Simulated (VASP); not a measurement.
A convergence study with VASP on WSi₂ (MoSi2 type): a few settings are varied, all else stays as given below, so the limit is that of these other settings. The cell's lengths are 1 % over those of the tabulated start and one atom is moved, so it is off equilibrium.

```xyz
3
Lattice="-1.6211 1.6211 3.9541 1.6211 -1.6211 3.9541 1.6211 1.6211 -3.9541" Properties=species:S:1:pos:R:3 pbc="T T T"
Si     0.0000     0.0000     5.2590
Si     0.0000     0.0000     2.6493
W      0.0606     0.0000     0.0000
```

Method: PBE GGA, VASP's PBE PAW potentials (set 64) (plane waves; VASP). The last row used: 900 eV cut-off, 11×11×11 Γ-centred mesh, first-order Methfessel-Paxton smearing of 0.10 eV, potentials Si W.

Energies of different potentials or hybrids have different zeros.

```tsv
setting	E (eV/atom)	pressure (GPa)	largest force (eV/Å)	plane waves
ENCUT = 520, POTCAR Si W_sv	-8.2636	-2.45	0.582	1144
ENCUT = 700, POTCAR Si W_sv	-8.2637	-2.41	0.582	1761
ENCUT = 900, POTCAR Si W_sv	-8.2637	-2.41	0.582	2577
ENCUT = 300, POTCAR Si_GW W_sv	-8.2593	-2.81	0.584	511
ENCUT = 400, POTCAR Si_GW W_sv	-8.2619	-2.34	0.582	779
ENCUT = 520, POTCAR Si_GW W_sv	-8.2619	-2.33	0.582	1144
ENCUT = 700, POTCAR Si_GW W_sv	-8.2621	-2.29	0.582	1761
ENCUT = 900, POTCAR Si_GW W_sv	-8.2620	-2.29	0.582	2577
ENCUT = 300, POTCAR Si_sv_GW W_sv	31.0964	-3219.03	1.621	511
ENCUT = 400, POTCAR Si_sv_GW W_sv	-6.2457	-303.60	0.581	779
ENCUT = 520, POTCAR Si_sv_GW W_sv	-8.1994	-29.64	0.581	1144
ENCUT = 700, POTCAR Si_sv_GW W_sv	-8.2606	-2.81	0.582	1761
ENCUT = 900, POTCAR Si_sv_GW W_sv	-8.2623	-3.13	0.581	2577
ENCUT = 300, POTCAR Si W	-8.2812	-3.68	0.586	511
ENCUT = 400, POTCAR Si W	-8.2879	-3.25	0.584	779
ENCUT = 520, POTCAR Si W	-8.2884	-3.24	0.583	1144
ENCUT = 700, POTCAR Si W	-8.2886	-3.19	0.583	1761
ENCUT = 900, POTCAR Si W	-8.2885	-3.19	0.583	2577
```

Left out are rungs that failed or repeat a setting and relaxations that didn't move; long series are thinned to 24 rows.

The compound is WSi2 in the MoSi2 type structure. The cell was not relaxed at this level, it is distorted from the ideal structure.
